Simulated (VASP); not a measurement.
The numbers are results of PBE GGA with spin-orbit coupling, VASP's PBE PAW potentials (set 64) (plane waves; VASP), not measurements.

VASP ran on this input.

**INCAR**
```
! general
SYSTEM       =PdIn
PREC         =Accurate
ENCUT        =300
LREAL        =.False.
LASPH        =.True.   ! aspherical one-centre terms

! electronic loop
EDIFF        =1E-6   ! SCF stop (eV)
NELM         =100   ! most electronic steps
ALGO         =Normal
LMAXMIX      =4   ! l cut-off of mixed one-centre charges

! smearing
ISMEAR       =-1   ! Fermi-Dirac
SIGMA        =0.136   ! width (eV)

! functional
GGA          =PE   ! PBE
GGA_COMPAT   =.False.

! spin
MAGMOM       =6*0.0
LSORBIT      =.True.
LNONCOLLINEAR=.True.

! ions
ISIF         =2

! output
LWAVE        =.False.
LCHARG       =.False.
LORBIT       =11
```

POSCAR:
```
PdIn
1
    3.2815250000     0.0000000000     0.0000000000
    0.0000000000     3.2815250000     0.0000000000
    0.0000000000     0.0000000000     3.2815250000
In Pd
1 1
Direct
  0.5000000000   0.5000000000   0.5000000000
  0.0000000000   0.0000000000   0.0000000000
```

File KPOINTS:
```
Automatic mesh
0
Gamma
13 13 13
0 0 0
```

POTCAR, in this order: In_d Pd (PBE.64 set). Program: vasp_ncl.

The resulting files:

File OSZICAR:
```
       N       E                     dE             d eps       ncg     rms          rms(c)
DAV:   1     0.177099461728E+03    0.17710E+03   -0.78068E+03  5180   0.144E+03
DAV:   2     0.579846342446E+01   -0.17130E+03   -0.16223E+03  5376   0.388E+02
DAV:   3    -0.860078035821E+01   -0.14399E+02   -0.14057E+02  5862   0.132E+02
DAV:   4    -0.901362132052E+01   -0.41284E+00   -0.41220E+00  6072   0.215E+01
DAV:   5    -0.903726964567E+01   -0.23648E-01   -0.23647E-01  7564   0.461E+00    0.643E+00
DAV:   6    -0.887476416521E+01    0.16251E+00   -0.34452E-01  6310   0.939E+00    0.312E+00
DAV:   7    -0.884058444230E+01    0.34180E-01   -0.59712E-02  7046   0.498E+00    0.146E+00
DAV:   8    -0.883358270721E+01    0.70017E-02   -0.16356E-02  6284   0.142E+00    0.436E-01
DAV:   9    -0.883285259642E+01    0.73011E-03   -0.13288E-03  6164   0.669E-01    0.199E-01
DAV:  10    -0.883283098471E+01    0.21612E-04   -0.10761E-04  6420   0.149E-01    0.301E-02
DAV:  11    -0.883283201974E+01   -0.10350E-05   -0.11095E-05  6832   0.663E-02    0.165E-02
DAV:  12    -0.883283238468E+01   -0.36494E-06   -0.15507E-06  4784   0.137E-02
   1 F= -.88328324E+01 E0= -.88105657E+01  d E =-.445333E-01  mag=     0.0000    -0.0000     0.0000
```

OUTCAR:
```
------------------------ aborting loop because EDIFF is reached ----------------------------------------
  FORCE on cell =-STRESS in cart. coord.  units (eV):
  Direction    XX          YY          ZZ          XY          YZ          ZX
  --------------------------------------------------------------------------------------
  Total        0.5069076      0.5069076      0.5069076      0.0000000     -0.0000000      0.0000000
  in kB       22.9832905     22.9832905     22.9832905      0.0000000     -0.0000000      0.0000000
  external PRESSURE =      22.9832905 kB  Pullay stress =       0.0000000 kB
  volume of cell :       35.34
      direct lattice vectors                 reciprocal lattice vectors
     3.281525000  0.000000000  0.000000000     0.304736365  0.000000000  0.000000000
     0.000000000  3.281525000  0.000000000     0.000000000  0.304736365  0.000000000
     0.000000000  0.000000000  3.281525000     0.000000000  0.000000000  0.304736365
 POSITION                                       TOTAL-FORCE (eV/Angst)
 -----------------------------------------------------------------------------------
      1.64076      1.64076      1.64076         0.000000      0.000000      0.000000
      0.00000      0.00000      0.00000         0.000000      0.000000      0.000000
 -----------------------------------------------------------------------------------
    total drift:                               -0.000000      0.000000      0.000000
  FREE ENERGIE OF THE ION-ELECTRON SYSTEM (eV)
  ---------------------------------------------------
  free  energy   TOTEN  =        -8.8328323847 eV

  energy  without entropy=       -8.7882990468  energy(sigma->0) =       -8.81056572

 total charge

# of ion       s       p       d       tot
------------------------------------------
    1        0.810   0.729   9.890  11.429
    2        0.423   0.413   8.625   9.461
--------------------------------------------------
tot          1.233   1.141  18.515  20.890

 magnetization (x)

# of ion       s       p       d       tot
------------------------------------------
    1        0.000   0.000   0.000   0.000
    2        0.000  -0.000  -0.000  -0.000
--------------------------------------------------
tot          0.000  -0.000  -0.000   0.000

 magnetization (y)

# of ion       s       p       d       tot
------------------------------------------
    1        0.000   0.000  -0.000   0.000
    2       -0.000   0.000  -0.000  -0.000
--------------------------------------------------
tot         -0.000   0.000  -0.000  -0.000

 magnetization (z)

# of ion       s       p       d       tot
------------------------------------------
    1        0.000  -0.000   0.000   0.000
    2        0.000   0.000  -0.000   0.000
--------------------------------------------------
tot          0.000   0.000  -0.000   0.000

 Ion:    1  E_soc:     -0.0705531

 Ion:    2  E_soc:     -0.0626278
```
(Selected blocks of OUTCAR.)

OUTCAR:
```
 val. band max:       10.3747254016   @ k =   0.3846   0.3846   0.1538

 cond. band min:      10.4153414672   @ k =   0.3077   0.1538   0.0000


 Fermi energy:        10.4089503888

 k-point     1 :       0.0000    0.0000    0.0000
  band No.  band energies     occupation
      1      -4.8633      1.00000
      2      -4.8633      1.00000
      3      -4.8633      1.00000
      4      -4.8633      1.00000
      5      -4.0130      1.00000
      6      -4.0130      1.00000
      7      -4.0130      1.00000
      8      -4.0130      1.00000
      9      -3.8064      1.00000
     10      -3.8064      1.00000
     11       0.3676      1.00000
     12       0.3676      1.00000
     13       6.5443      1.00000
     14       6.5443      1.00000
     15       6.5443      1.00000
     16       6.5443      1.00000
     17       8.0177      1.00000
     18       8.0177      1.00000
     19       8.0177      1.00000
     20       8.0177      1.00000
     21       8.2940      1.00000
     22       8.2940      1.00000
     23      14.0762      0.00000
     24      14.0762      0.00000
     25      14.7983      0.00000
     26      14.7983      0.00000
     27      14.7983      0.00000
     28      14.7983      0.00000
     29      19.6686      0.00000
     30      19.6686      0.00000

 k-point     2 :       0.0769    0.0000    0.0000
  band No.  band energies     occupation
      1      -4.8617      1.00000
      2      -4.8617      1.00000
      3      -4.8531      1.00000
      4      -4.8531      1.00000
      5      -4.0121      1.00000
      6      -4.0121      1.00000
      7      -4.0087      1.00000
      8      -4.0087      1.00000
      9      -3.8097      1.00000
     10      -3.8097      1.00000
     11       0.4609      1.00000
     12       0.4609      1.00000
     13       6.5448      1.00000
     14       6.5448      1.00000
     15       6.5599      1.00000
     16       6.5599      1.00000
     17       7.9476      1.00000
     18       7.9476      1.00000
...
```

At this cut-off the stress carries a Pulay error, which pulls relaxed volumes low.

The structure is a typed PdIn crystal. The cell was not relaxed at this level. The run is one of a series of settings (GGA_COMPAT = .FALSE., LNONCOLLINEAR = .TRUE., LSORBIT = .TRUE., MAGMOM = 0.0 0.0 0.0 0.0 0.0 0.0, program vasp_ncl against the base run), some of them coarse on purpose.
